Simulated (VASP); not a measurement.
Set up this calculation in VASP 6.6.1, as the native input.

- Task: single point
- Functional: PBE-based screened hybrid
- Potentials or basis: VASP PAW PBE potentials, release 64 (Cd, P, C)
- Cutoff: 520 eV
- k mesh: 4 × 4 × 2
- Occupations: fermi-dirac, width 0.02 eV
- Spin: no spin polarisation
- Dipole correction: no
- Exchange at q = 0: truncated
- Grid for exact exchange (PRECFOCK): Normal
- Share of exact exchange: 0.75
- Screening parameter: 0.3
- Further INCAR settings: ALGO = Normal; EDIFF = 1e-07; NBANDS = 21

Crystal: CdP2C.

```xyz
4
Lattice="3.3048 0.0000 0.0000 0.0000 3.3048 0.0000 0.0000 0.0000 5.9718" Properties=species:S:1:pos:R:3 pbc="T T T"
Cd    0.0000    0.0000    0.0000
P     0.0000    1.6524    1.9501
P     1.6524    0.0000    4.0218
C     1.6524    1.6524    2.9859
```

The cell was built by a generator and needn't be a form met in nature.

These files were run (other wordings do the same):

POSCAR

```
CdP2C
1.0
    3.3048441637      0.0000000000      0.0000000000
    0.0000000000      3.3048441637      0.0000000000
    0.0000000000      0.0000000000      5.9718372581
Cd P C
1 2 1
Direct
    0.0000000000      0.0000000000      0.0000000000
    0.0000000000      0.5000000000      0.3265445761
    0.5000000000      0.0000000000      0.6734554239
    0.5000000000      0.5000000000      0.5000000000
```

INCAR.step1

```
SYSTEM = CdP2C
  PREC = Accurate
  ENCUT = 520
  EDIFF = 1E-5
  ISMEAR = -1
  SIGMA = 0.02
  LREAL = .FALSE.
  LASPH = .TRUE.
  NELM = 100
  ALGO = Normal
  ISIF = 2
  LWAVE = .TRUE.
  GGA = PE
  NBANDS = 21
```

INCAR.step2

```
SYSTEM = CdP2C
  PREC = Accurate
  ENCUT = 520
  EDIFF = 1E-7
  ISMEAR = -1
  SIGMA = 0.02
  LREAL = .FALSE.
  LASPH = .TRUE.
  NELM = 100
  ALGO = Normal
  ISIF = 2
  LWAVE = .FALSE.
  LCHARG = .TRUE.
  GGA = PE
  LHFCALC = .TRUE.
  AEXX = 0.75
  HFSCREEN = 0.3
  PRECFOCK = Normal
  LELF = .TRUE.
  LVHAR = .TRUE.
  ISTART = 1
  NBANDS = 21
```

KPOINTS

```
Automatic mesh
0
G
  4 4 2
  0 0 0
```

Potentials or basis: VASP PAW PBE potentials, release 64 (Cd, P, C).

Run with:

```sh
$ cat potpaw_PBE.64/Cd/POTCAR potpaw_PBE.64/P/POTCAR potpaw_PBE.64/C/POTCAR > POTCAR
$ cp INCAR.step1 INCAR
$ mpirun -np 1 vasp_std > vasp.out
$ cp INCAR.step2 INCAR
$ mpirun -np 1 vasp_std > vasp.out
```

Results of the run:

| Item | Value |
| --- | --- |
| Pressure | -5.2 GPa |
| Largest force | 1.209 eV/Å |
| Band gap on the k mesh | none (metal or under the smearing width) |

Caveat: the k mesh is coarse (spacing up to 0.53 Å⁻¹), so the values aren't converged; the PAW data sets were made with another functional, which shifts forces and pressure a little.

It took 11 min on 1 thread of Intel(R) Xeon(R) 6975P-C (Granite Rapids) (shared host), peak memory 0.31 GiB.
